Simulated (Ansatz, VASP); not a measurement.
TlZn2 in VASP and in Ansatz

```xyz
3
Lattice="3.4696 0.0000 0.0000 -1.7348 3.0048 0.0000 0.0000 0.0000 6.2503" Properties=species:S:1:pos:R:3 pbc="T T T"
Zn    0.0000    2.0032    5.4048
Zn    1.7348    1.0016    0.8454
Tl    0.0000    0.0000    3.1251
```

Alike in both runs: functional PBE; k mesh 6 × 6 × 4; occupations gaussian, width 0.1 eV; no spin polarisation.

Ansatz relaxed the structure, and its values are those at the end. VASP's run is a single point on that final structure, the one shown.

|  | VASP | Ansatz |
| --- | --- | --- |
| version | VASP 6.6.1 | Ansatz 0.2.0 |
| potentials or method | VASP PAW PBE potentials, release 64 (Zn, Tl_d) | scalar-relativistic, plane waves, PAW |
| plane-wave cutoff (eV) | 520 | 420 |
| valence electrons in the cell | 37 | 37 |

Ansatz gave:

- gap on the k mesh at the Fermi level (eV): none
- pressure (GPa): 0.0
- rms of the force components (eV/Å): 0.000

Which values does VASP return?

gap on the k mesh at the Fermi level (eV): none; pressure (GPa): 0.0; rms of the force components (eV/Å): 0.004.

A gap of «none» marks a metal or a gap that the smearing closes.

Spin-orbit coupling is left out, which matters for the levels of Tl.
